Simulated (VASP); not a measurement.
BiB (relaxed from the rocksalt structure, space group Fm-3m): computed properties

Method: r2SCAN meta-GGA, VASP's PBE PAW potentials (set 64) (plane waves; VASP 6.6.1).

| Quantity | Result |
|---|---|
| space group | Fm-3m (225) |
| cell | a = b = c = 5.255 Å, α = β = γ = 90.00° |
| volume per atom | 18.14 Å^3/atom |
| band gap (over mesh and band path) | none (metal, semimetal or under 0.01 eV) |
| density | 10.06 g/cm³ |

```yaml
crystal:
  lattice:
    - [0.00000, 2.62753, 2.62753]
    - [2.62753, 0.00000, 2.62753]
    - [2.62753, 2.62753, 0.00000]
  atoms:
    - { symbol: Bi, position: [0.00000, 0.00000, 0.00000] }
    - { symbol: B, position: [0.50000, 0.50000, 0.50000] }
```

Unless said otherwise, spin-orbit coupling is left out, though it shifts the bands of the heavy elements here.

The structure was generated: BiB was put into the rocksalt type (Fm-3m), which need not be its known phase. It was relaxed first. Symmetry was kept, so distortions that lower it aren't found.
